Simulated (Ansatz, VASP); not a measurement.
Tl3Ge2H: VASP beside Ansatz

```
CELL_PARAMETERS angstrom
3.56102 0.00000 0.00000
0.00000 3.56102 0.00000
0.00000 0.00000 10.78147
ATOMIC_POSITIONS crystal
Tl 0.00000 0.00000 0.83907
Tl 0.00000 0.00000 0.16093
Tl 0.00000 0.00000 0.50000
Ge 0.50000 0.50000 0.32482
Ge 0.50000 0.50000 0.67518
H 0.50000 0.50000 0.00000
```

Change from the starting cell: species swapped into the Li3Tl2Cd type (P4/mmm, No. 123).

Alike in both runs: task single point; functional PBE; k mesh 6 × 6 × 2; occupations gaussian, width 0.1 eV; no spin polarisation.

|  | VASP | Ansatz |
| --- | --- | --- |
| version | VASP 6.6.1 | Ansatz 0.2.0 |
| potentials or method | VASP PAW PBE potentials, release 64 (Tl_d, Ge_d, H) | scalar-relativistic, plane waves, PAW |
| plane-wave cutoff (eV) | 520 | 420 |
| valence electrons in the cell | 68 | 68 |

```tsv
	VASP	Ansatz	Ansatz less VASP
gap on the k mesh at the Fermi level (eV)	none	none	-
pressure (GPa)	1.2	1.2	+0.06
largest component of the traceless stress (GPa)	0.42	0.42	+0.005
rms of the force components (eV/Å)	0.357	0.356	-0.0006
```

Atom by atom the forces differ by 0.001 eV/Å (rms over components). A gap of «none» marks a metal or a gap that the smearing closes.

Spin-orbit coupling is left out, which matters for the levels of Tl.
